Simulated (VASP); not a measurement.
Data:

```yaml
crystal:
  lattice:
    - [0.00000, 2.35327, 2.35327]
    - [2.35327, 0.00000, 2.35327]
    - [2.35327, 2.35327, 0.00000]
  atoms:
    - { symbol: Ce, position: [0.00000, 0.00000, 0.00000] }
```

Computed with PBE GGA, VASP's PBE PAW potentials (set 64) (plane waves; VASP). Settings: 300 eV cut-off, 10×10×10 Γ-centred mesh, Fermi-Dirac smearing of 0.10 eV, potentials Ce.

Task: Estimate the energy per atom (σ→0), band gap (on the k-mesh) with the smallest direct gap where there is one.

Result: 
```yaml
band gap (on the k-mesh): none (metal, semimetal or under 0.01 eV)
energy per atom (σ→0): -5.928 eV/atom
```

The structure comes from a computed database's Ce entry; how it stands against other phases isn't given here. The cell was not relaxed at this level. The run is not spin-polarised, so no magnetic state was tried.
